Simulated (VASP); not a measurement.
OSZICAR of a VASP run on CsPbBr3 (cubic perovskite):

OSZICAR:
```
       N       E                     dE             d eps       ncg     rms          rms(c)
DAV:   1     0.421020868240E+03    0.42102E+03   -0.19380E+04  1040   0.154E+03
DAV:   2     0.317572909180E+02   -0.38926E+03   -0.38049E+03  1240   0.355E+02
DAV:   3    -0.141839377640E+02   -0.45941E+02   -0.45439E+02  1266   0.130E+02
DAV:   4    -0.159589394514E+02   -0.17750E+01   -0.17672E+01  1288   0.301E+01
DAV:   5    -0.160145120463E+02   -0.55573E-01   -0.55536E-01  1392   0.486E+00    0.819E+00
DAV:   6    -0.157544099168E+02    0.26010E+00   -0.51472E-01  1478   0.788E+00    0.495E+00
DAV:   7    -0.157355756997E+02    0.18834E-01   -0.42330E-01  1556   0.476E+00    0.772E-01
DAV:   8    -0.157327262309E+02    0.28495E-02   -0.72020E-02  1564   0.269E+00    0.228E-01
DAV:   9    -0.157331602800E+02   -0.43405E-03   -0.62381E-03  1494   0.842E-01    0.116E-01
DAV:  10    -0.157331411233E+02    0.19157E-04   -0.53249E-04  1636   0.209E-01    0.336E-02
DAV:  11    -0.157331768750E+02   -0.35752E-04   -0.25189E-04  1518   0.144E-01    0.368E-02
DAV:  12    -0.157331716082E+02    0.52667E-05   -0.32156E-05  1550   0.399E-02    0.101E-02
DAV:  13    -0.157331706140E+02    0.99427E-06   -0.54857E-06  1286   0.248E-02
   1 F= -.58830384E+01 E0= -.58829222E+01  d E =-.588304E+01
       N       E                     dE             d eps       ncg     rms          rms(c)
DAV:   1    -0.156699520090E+02    0.63220E-01   -0.76381E-01  1394   0.109E+01    0.907E-01
DAV:   2    -0.156470558817E+02    0.22896E-01   -0.46574E-02  1400   0.304E+00    0.328E-01
DAV:   3    -0.156423714343E+02    0.46844E-02   -0.18339E-02  1398   0.169E+00    0.117E-01
DAV:   4    -0.156423758512E+02   -0.44169E-05   -0.50205E-04  1216   0.152E-01    0.105E-01
DAV:   5    -0.156423752778E+02    0.57340E-06   -0.95080E-05  1202   0.105E-01    0.120E-02
DAV:   6    -0.156423770607E+02   -0.17829E-05   -0.13723E-05  1312   0.361E-02    0.423E-03
DAV:   7    -0.156423766589E+02    0.40181E-06   -0.11843E-06   792   0.828E-03
   2 F= -.58835043E+01 E0= -.58833912E+01  d E =-.465827E-03
       N       E                     dE             d eps       ncg     rms          rms(c)
DAV:   1    -0.156843716880E+02   -0.41995E-01   -0.12654E-01  1388   0.451E+00    0.367E-01
DAV:   2    -0.156806106028E+02    0.37611E-02   -0.77152E-03  1394   0.120E+00    0.133E-01
DAV:   3    -0.156798365609E+02    0.77404E-03   -0.29985E-03  1386   0.675E-01    0.477E-02
DAV:   4    -0.156798319036E+02    0.46573E-05   -0.80713E-05  1260   0.617E-02    0.430E-02
DAV:   5    -0.156798233053E+02    0.85983E-05   -0.15493E-05  1204   0.425E-02    0.485E-03
DAV:   6    -0.156798226947E+02    0.61054E-06   -0.20906E-06   952   0.140E-02
   3 F= -.58839346E+01 E0= -.58838124E+01  d E =-.896124E-03
```

Which electronic solver shows in the log?

It is blocked Davidson (ALGO = Normal, or the opening steps of other solvers). The INCAR had ALGO = Normal.

Can the final energy be trusted as converged?

The run converged. It stopped with EDIFF = 1E-6, NELM = 100, NSW = 40 and EDIFFG = -0.02 after 3 ionic steps (PBEsol GGA, plane waves, VASP's PBE PAW potentials (set 64)).

The compound is CsPbBr3 in the cubic perovskite structure, the ideal cubic form; the compound distorts at low or room temperature. This run relaxes it under an external pressure of 10 GPa. Symmetry was kept, so distortions that lower it aren't found.
